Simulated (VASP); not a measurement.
Level of theory: SCAN meta-GGA, VASP's PBE PAW potentials (set 64) (plane waves; VASP).

VASP input:

**KPOINTS**
```
Automatic mesh
0
Gamma
8 8 4
0 0 0
```

### POSCAR
```
ZnO
1
    1.5847861827    -2.7449306106     0.0000000000
    1.5847861827     2.7449306106     0.0000000000
    0.0000000000     0.0000000000     5.0917314851
Zn O
2 2
Direct
  0.6666670000   0.3333330000   0.5004393211
  0.3333330000   0.6666670000   0.0004393211
  0.6666670000   0.3333330000   0.8815606789
  0.3333330000   0.6666670000   0.3815606789
```

**INCAR**
```
# general
SYSTEM =ZnO
PREC   =Accurate
ENCUT  =520
LREAL  =.FALSE.
LASPH  =.TRUE.

# electronic loop
EDIFF  =1E-7
NELM   =100
ALGO   =Normal
LMAXMIX=4
LMIXTAU=.TRUE.

# smearing
ISMEAR =0
SIGMA  =0.05

# functional
METAGGA=SCAN

# ions
IBRION =2
NSW    =30
ISIF   =4
EDIFFG =-0.01

# output
LWAVE  =.FALSE.
LCHARG =.FALSE.
```

POTCAR, in this order: Zn O (PBE.64 set). Program: vasp_std.

What VASP printed:

OSZICAR:
```
       N       E                     dE             d eps       ncg     rms          rms(c)
DAV:   1     0.261794898363E+03    0.26179E+03   -0.19625E+04  1320   0.252E+03
DAV:   2    -0.251681690210E+02   -0.28696E+03   -0.27683E+03  1392   0.460E+02
DAV:   3    -0.552919292957E+02   -0.30124E+02   -0.29927E+02  1536   0.160E+02
DAV:   4    -0.558137169410E+02   -0.52179E+00   -0.52144E+00  1470   0.221E+01
DAV:   5    -0.558171245349E+02   -0.34076E-02   -0.34075E-02  1548   0.173E+00    0.167E+01
DAV:   6    -0.464897889801E+02    0.93273E+01   -0.63987E+00  2218   0.696E+01    0.113E+01
DAV:   7    -0.456275715804E+02    0.86222E+00   -0.45937E+00  1320   0.203E+01    0.618E+00
DAV:   8    -0.473775415182E+02   -0.17500E+01   -0.14190E+00  1676   0.322E+01    0.159E+00
DAV:   9    -0.453185057705E+02    0.20590E+01   -0.18348E+00  1674   0.258E+01    0.166E+00
DAV:  10    -0.457693760575E+02   -0.45087E+00   -0.47110E-01  1326   0.655E+00    0.338E-01
DAV:  11    -0.457716311187E+02   -0.22551E-02   -0.98240E-03  1614   0.964E-01    0.398E-01
DAV:  12    -0.457905335797E+02   -0.18902E-01   -0.19478E-03  1716   0.152E+00    0.268E-01
DAV:  13    -0.458056171638E+02   -0.15084E-01   -0.15001E-02  1632   0.363E+00    0.514E-01
DAV:  14    -0.458143021587E+02   -0.86850E-02   -0.69711E-03  1496   0.144E+00    0.354E-01
DAV:  15    -0.458135546081E+02    0.74755E-03   -0.56879E-04  1446   0.297E-01    0.404E-01
DAV:  16    -0.458153157539E+02   -0.17611E-02   -0.24562E-04  1560   0.344E-01    0.347E-01
DAV:  17    -0.458166228791E+02   -0.13071E-02   -0.13939E-03  1886   0.119E+00    0.736E-02
DAV:  18    -0.458167526340E+02   -0.12975E-03   -0.46406E-04  1728   0.405E-01    0.972E-02
DAV:  19    -0.458167406918E+02    0.11942E-04   -0.51205E-05  1608   0.674E-02    0.886E-02
DAV:  20    -0.458167419934E+02   -0.13015E-05   -0.10950E-06  1482   0.128E-02    0.889E-02
DAV:  21    -0.458167713629E+02   -0.29370E-04   -0.93461E-05  1368   0.226E-01    0.196E-02
DAV:  22    -0.458167650972E+02    0.62657E-05   -0.21416E-05  1656   0.609E-02    0.907E-03
DAV:  23    -0.458167627935E+02    0.23036E-05   -0.35684E-06  1536   0.174E-02    0.563E-03
DAV:  24    -0.458167595660E+02    0.32276E-05   -0.45528E-07  1482   0.247E-02    0.161E-03
DAV:  25    -0.458167584532E+02    0.11128E-05   -0.10509E-06  1468   0.124E-02    0.137E-03
DAV:  26    -0.458167583691E+02    0.84079E-07   -0.95717E-08   840   0.611E-03
   1 F= -.45816758E+02 E0= -.45816758E+02  d E =-.458168E+02
       N       E                     dE             d eps       ncg     rms          rms(c)
DAV:   1    -0.458169171693E+02   -0.15872E-03   -0.61794E-03  1320   0.690E-01    0.857E-02
DAV:   2    -0.458168129141E+02    0.10426E-03   -0.29384E-04  1554   0.255E-01    0.519E-02
DAV:   3    -0.458167820306E+02    0.30883E-04   -0.73473E-05  1802   0.153E-01    0.499E-03
DAV:   4    -0.458167640395E+02    0.17991E-04   -0.21028E-05  1320   0.514E-02    0.325E-03
DAV:   5    -0.458167853724E+02   -0.21333E-04   -0.63843E-06  1344   0.312E-02    0.184E-03
DAV:   6    -0.458167682693E+02    0.17103E-04   -0.31996E-06  1332   0.216E-02    0.532E-04
DAV:   7    -0.458167733699E+02   -0.51006E-05   -0.27324E-07  1244   0.643E-03    0.312E-04
DAV:   8    -0.458167694705E+02    0.38994E-05   -0.11325E-07   894   0.435E-03    0.233E-04
DAV:   9    -0.458167718339E+02   -0.23633E-05   -0.36212E-08   852   0.231E-03    0.790E-05
DAV:  10    -0.458167723195E+02   -0.48565E-06   -0.81774E-09   678   0.118E-03    0.565E-05
DAV:  11    -0.458167724767E+02   -0.15714E-06   -0.12392E-09   678   0.517E-04    0.394E-05
DAV:  12    -0.458167724154E+02    0.61238E-07   -0.18707E-10   678   0.192E-04
   2 F= -.45816772E+02 E0= -.45816772E+02  d E =-.140463E-04
       N       E                     dE             d eps       ncg     rms          rms(c)
DAV:   1    -0.458167871038E+02   -0.14627E-04   -0.61165E-04  1320   0.217E-01    0.270E-02
DAV:   2    -0.458167797479E+02    0.73559E-05   -0.29052E-05  1554   0.802E-02    0.163E-02
DAV:   3    -0.458167696662E+02    0.10082E-04   -0.72873E-06  1810   0.481E-02    0.157E-03
DAV:   4    -0.458167780689E+02   -0.84027E-05   -0.20953E-06  1320   0.162E-02    0.102E-03
DAV:   5    -0.458167712439E+02    0.68250E-05   -0.65285E-07  1344   0.989E-03    0.581E-04
DAV:   6    -0.458167768156E+02   -0.55717E-05   -0.33266E-07  1284   0.694E-03    0.170E-04
DAV:   7    -0.458167752692E+02    0.15463E-05   -0.24971E-08   690   0.198E-03    0.117E-04
DAV:   8    -0.458167762805E+02   -0.10113E-05   -0.64060E-09   678   0.109E-03    0.726E-05
DAV:   9    -0.458167757120E+02    0.56851E-06   -0.16430E-09   678   0.524E-04    0.374E-05
DAV:  10    -0.458167754752E+02    0.23681E-06   -0.10030E-09   678   0.411E-04    0.327E-05
DAV:  11    -0.458167754911E+02   -0.15856E-07   -0.65455E-11   678   0.107E-04
   3 F= -.45816775E+02 E0= -.45816775E+02  d E =-.171220E-04
```

OUTCAR:
```
------------------------ aborting loop because EDIFF is reached ----------------------------------------
  FORCE on cell =-STRESS in cart. coord.  units (eV):
  Direction    XX          YY          ZZ          XY          YZ          ZX
  --------------------------------------------------------------------------------------
  Total        3.1147964      3.1147974      3.1324411      0.0000000      0.0000000      0.0000000
  in kB      112.6529861    112.6530226    113.2911444      0.0000000      0.0000000      0.0000000
  external PRESSURE =     112.8657177 kB  Pullay stress =       0.0000000 kB
  volume of cell :       44.30
      direct lattice vectors                 reciprocal lattice vectors
     1.584433826 -2.744320333  0.000000000     0.315570137 -0.182194474  0.000000000
     1.584433826  2.744320333  0.000000000     0.315570137  0.182194474  0.000000000
     0.000000000  0.000000000  5.093996358     0.000000000  0.000000000  0.196309524
  FREE ENERGIE OF THE ION-ELECTRON SYSTEM (eV)
  ---------------------------------------------------
  free  energy   TOTEN  =       -45.8167754911 eV

  energy  without entropy=      -45.8167754911  energy(sigma->0) =      -45.81677549

 reached required accuracy - stopping structural energy minimisation
```
(Selected blocks of OUTCAR.)

File CONTCAR:
```
ZnO
   1.00000000000000
     1.5844338264937101   -2.7443203333899593    0.0000000000000000
     1.5844338264937101    2.7443203333899593    0.0000000000000000
     0.0000000000000000    0.0000000000000000    5.0939963581277086
  Zn              O
     2     2
Direct
     0.6666669999999968    0.3333330000000032    0.5004262540870524
     0.3333330000000032    0.6666669999999968    0.0004262540870453
     0.6666669999999968    0.3333330000000032    0.8815737459129526
     0.3333330000000032    0.6666669999999968    0.3815737459129526
```

The compound is ZnO in the wurtzite structure. This cell is one point of a volume scan, at 0.94 of the reference volume. Symmetry was kept, so distortions that lower it aren't found.
